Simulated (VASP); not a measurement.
# NiC (Fm-3m) in VASP: reference runs

Aim: a first look at NiC with PBE, on the cell as given.

All numbers are computed with VASP 6.6.1; they aren't measurements. Logs are shortened: lines on timing, memory, paths and dates and some standing lists are left out, and cuts for length are marked.

## 1. The structure

The structure is cubic, space group Fm-3m (No. 225). Conventional cell: a = 4.068 Å, b = 4.068 Å, c = 4.068 Å, α = 90.00°, β = 90.00°, γ = 90.00°. Around Ni (site symmetry m-3m) lie 6 C at 2.03 Å. C (site symmetry m-3m) is surrounded by 6 Ni at 2.03 Å.

The cell was built by a generator and needn't be a form met in nature.

## 2. Single point, PBE, collinear spin, ferromagnetic start

The input, INCAR:

```
  PREC = Accurate
  ENCUT = 520
  EDIFF = 1E-7
  ISMEAR = -1
  SIGMA = 0.05
  LREAL = False
  LASPH = True
  NELM = 100
  ALGO = Normal
  ISIF = 2
  LWAVE = False
  LCHARG = False
  ISPIN = 2
  MAGMOM = 1 0
  LORBIT = 11
  LMAXMIX = 4
  GGA = PE
  NBANDS = 18
```

The input, KPOINTS:

```
Automatic mesh
0
Gamma
  11 11 11
```

The input, POSCAR:

```
NiC
1.0
    0.0000000000      2.0340500000      2.0340500000
    2.0340500000      0.0000000000      2.0340500000
    2.0340500000      2.0340500000      0.0000000000
Ni C
1 1
Direct
    0.5000000000      0.5000000000      0.5000000000
    0.0000000000      0.0000000000      0.0000000000
```

Potentials or basis: VASP PAW PBE potentials, release 64 (Ni, C).

Run with:

```sh
> cat potpaw_PBE.64/Ni/POTCAR potpaw_PBE.64/C/POTCAR > POTCAR
> mpirun -np 1 vasp_std > vasp.out
```

OUTCAR:

```text
PREC = Accurate
   ENCUT = 520
   EDIFF = 1E-7
   ISMEAR = -1
   LREAL = False
   LASPH = True
   NELM = 100
   ISIF = 2
   ISPIN = 2
   LORBIT = 11
   GGA = PE

 ion  position               nearest neighbor table
   1  0.500  0.500  0.500-   2 2.03   2 2.03   2 2.03   2 2.03   2 2.03   2 2.03
   2  0.000  0.000  0.000-   1 2.03   1 2.03   1 2.03   1 2.03   1 2.03   1 2.03

  LATTYP: Found a face centered cubic cell.
 ALAT       =     4.0681000000

  Lattice vectors:

 A1 = (   0.0000000000,   2.0340500000,   2.0340500000)
 A2 = (   2.0340500000,   0.0000000000,   2.0340500000)
 A3 = (   2.0340500000,   2.0340500000,   0.0000000000)

Analysis of symmetry for initial positions (statically):
=====================================================================
 Subroutine PRICEL returns:
 Original cell was already a primitive cell.

 Routine SETGRP: Setting up the symmetry group for a
 face centered cubic supercell.

 Subroutine GETGRP returns: Found 48 space group operations
 (whereof 48 operations were pure point group operations)
 out of a pool of 48 trial point group operations.

The static configuration has the point symmetry O_h .

Analysis of symmetry for dynamics (positions and initial velocities):
=====================================================================
 Subroutine PRICEL returns:
 Original cell was already a primitive cell.

 Routine SETGRP: Setting up the symmetry group for a
 face centered cubic supercell.

 Subroutine GETGRP returns: Found 48 space group operations
 (whereof 48 operations were pure point group operations)
 out of a pool of 48 trial point group operations.

The dynamic configuration has the point symmetry O_h .

Analysis of structural, dynamic, and magnetic symmetry:
=====================================================================
 Subroutine PRICEL returns:
 Original cell was already a primitive cell.

 Routine SETGRP: Setting up the symmetry group for a
 face centered cubic supercell.

 Subroutine GETGRP returns: Found 48 space group operations
 (whereof 48 operations were pure point group operations)
 out of a pool of 48 trial point group operations.

The overall configuration has the point symmetry O_h .

 Subroutine INISYM returns: Found 48 space group operations
 (whereof 48 operations are pure point group operations),
 and found     1 'primitive' translations

[... 115 lines left out ...]
  volume/ion in A,a.u.               =       8.42        56.79
  Fermi-wavevector in a.u.,A,eV,Ry     =   1.539616  2.909453 32.251507  2.370419
  Thomas-Fermi vector in A             =   2.645819
   LORBIT       =     11    0 simple, 1 ext, 2 COOP (PROOUT), +10 PAW based schemes
   GGA     = PE    functional components
   LHFCALC =     F    Hartree Fock is set to
   AEXX    =    0.0000 exact exchange contribution
   IVDW    =     0    specifies the selected vdW correction
   LEPSILON=     F    determine dielectric tensor
   LRPA    =     F    only Hartree local field effects (RPA)
 spin polarized calculation
  energy-cutoff  :      520.00
  volume of cell :       16.83
 maximum number of plane-waves:       465
 NGX is ok and might be reduce to    24
   NGX = 11   NGY = 11   NGZ = 11

 number of electron      14.0000002 magnetization       0.0034889

 number of electron      14.0000002 magnetization      -0.0000090

 Free energy of the ion-electron system (eV)
  ---------------------------------------------------
  ext. energy  EPLUGINS =         0.00000000
  ---------------------------------------------------
  free energy    TOTEN  =       -12.52093283 eV

  energy without entropy =      -12.51358432  energy(sigma->0) =      -12.51725858

 E-fermi :   9.7568     XC(G=0): -13.3123

 val. band max:        9.6745434368   @ k =  -0.3636   0.4545   0.0909
 cond. band min:       9.7652189731   @ k =  -0.2727   0.3636   0.0909
 fundamental gap:      0.0906755363
 Fermi energy:         9.7568297826

 spin component 1

 k-point     1 :       0.0000    0.0000    0.0000
  band No.  band energies     occupation
      1      -5.4087      1.00000
      2       6.6654      1.00000
      3       6.6654      1.00000
      4       6.6654      1.00000
      5       6.9535      1.00000
      6       6.9535      1.00000
[... 493 lines left out ...]
     17      40.1455      0.00000
     18      42.2442      0.00000

 [... further k-points ...]

 spin component 2

 k-point     1 :       0.0000    0.0000    0.0000
  band No.  band energies     occupation
      1      -5.4087      1.00000
      2       6.6654      1.00000
      3       6.6654      1.00000
      4       6.6654      1.00000
      5       6.9535      1.00000
      6       6.9535      1.00000
[... 493 lines left out ...]
     17      40.1455      0.00000
     18      42.2442      0.00000

 [... further k-points ...]

------------------------ aborting loop because EDIFF is reached ----------------------------------------

  FORCE on cell =-STRESS in cart. coord.  units (eV):
  Direction    XX          YY          ZZ          XY          YZ          ZX
  --------------------------------------------------------------------------------------
  -------------------------------------------------------------------------------------
  Total        0.0467341      0.0467341      0.0467341      0.0000000      0.0000000      0.0000000
  in kB        4.4486684      4.4486684      4.4486684      0.0000000      0.0000000      0.0000000
  external PRESSURE =       4.4486684 kB  Pullay stress =       0.0000000 kB

 VOLUME and BASIS-vectors are now :
 -----------------------------------------------------------------------------
  energy-cutoff  :      520.00
  volume of cell :       16.83
      direct lattice vectors                 reciprocal lattice vectors
     0.000000000  2.034050000  2.034050000    -0.245815000  0.245815000  0.245815000
     2.034050000  0.000000000  2.034050000     0.245815000 -0.245815000  0.245815000
     2.034050000  2.034050000  0.000000000     0.245815000  0.245815000 -0.245815000

 POSITION                                       TOTAL-FORCE (eV/Angst)
 -----------------------------------------------------------------------------------
      2.03405      2.03405      2.03405         0.000000     -0.000000      0.000000
      0.00000      0.00000      0.00000        -0.000000      0.000000     -0.000000
 -----------------------------------------------------------------------------------
    total drift:                                0.000000     -0.000000      0.000000

  FREE ENERGIE OF THE ION-ELECTRON SYSTEM (eV)
  ---------------------------------------------------
  free  energy   TOTEN  =       -12.5209328324 eV

  energy  without entropy=      -12.5135843247  energy(sigma->0) =      -12.51725858

 total charge

# of ion       s       p       d       tot
------------------------------------------
    1        0.490   0.662   8.379   9.532
    2        0.896   1.395   0.000   2.291
--------------------------------------------------
tot          1.386   2.057   8.379  11.822

 magnetization (x)

# of ion       s       p       d       tot
------------------------------------------
    1       -0.000   0.000  -0.000  -0.000
    2        0.000   0.000   0.000   0.000
--------------------------------------------------
tot         -0.000   0.000  -0.000  -0.000
```

OSZICAR:

```text
N       E                     dE             d eps       ncg     rms          rms(c)
DAV:   1     0.509657439560E+02    0.50966E+02   -0.62333E+03  4264   0.993E+02
DAV:   2    -0.131008787733E+02   -0.64067E+02   -0.55645E+02  4278   0.191E+02
DAV:   3    -0.166662540679E+02   -0.35654E+01   -0.34211E+01  4664   0.446E+01
DAV:   4    -0.166967260838E+02   -0.30472E-01   -0.30443E-01  4716   0.391E+00
DAV:   5    -0.166970790305E+02   -0.35295E-03   -0.35292E-03  4616   0.444E-01    0.222E+01
DAV:   6    -0.223595793873E+02   -0.56625E+01   -0.92610E+01  4516   0.126E+02    0.329E+01
DAV:   7    -0.125917209286E+02    0.97679E+01   -0.22667E+01  4660   0.758E+01    0.365E+00
DAV:   8    -0.125314672746E+02    0.60254E-01   -0.74049E-01  5108   0.982E+00    0.187E+00
DAV:   9    -0.125242060774E+02    0.72612E-02   -0.13907E-01  5564   0.440E+00    0.843E-01
DAV:  10    -0.125209288960E+02    0.32772E-02   -0.14988E-02  5330   0.170E+00    0.217E-01
DAV:  11    -0.125210090707E+02   -0.80175E-04   -0.93971E-04  5630   0.378E-01    0.152E-01
DAV:  12    -0.125209620785E+02    0.46992E-04   -0.90553E-04  5814   0.354E-01    0.843E-02
DAV:  13    -0.125209300461E+02    0.32032E-04   -0.16199E-04  4816   0.168E-01    0.270E-02
DAV:  14    -0.125209338447E+02   -0.37986E-05   -0.12756E-05  4850   0.454E-02    0.100E-02
DAV:  15    -0.125209330803E+02    0.76442E-06   -0.14157E-06  5264   0.142E-02    0.345E-03
DAV:  16    -0.125209328706E+02    0.20962E-06   -0.19254E-07  2464   0.614E-03    0.162E-03
DAV:  17    -0.125209328324E+02    0.38242E-07   -0.23339E-08  2198   0.151E-03
   1 F= -.12520933E+02 E0= -.12517259E+02  d E =-.734851E-02  mag=    -0.0000
```

stdout:

```text
POSCAR found type information on POSCAR NiC
 POSCAR found :  2 types and       2 ions
 scaLAPACK will be used
 LDA part: xc-table for (Slater+PW92), standard interpolation
 POSCAR, INCAR and KPOINTS ok, starting setup
 FFT: planning ... GRIDC
 FFT: planning ... GRID_SOFT
 FFT: planning ... GRID
 WAVECAR not read
 entering main loop
```

Run time: 63 s. Hardware: 1 thread of AMD EPYC 7R43 (Zen 3), shared host; peak memory 0.13 GiB.

What came out:

- Free energy: -12.5209 eV
- Pressure: 0.4 GPa
- Band gap on the k mesh: none (metal or under the smearing width)
- Net moment: 0.00 μB per cell
- Valence electrons inside the program's atomic spheres: Ni 9.53; C 2.29
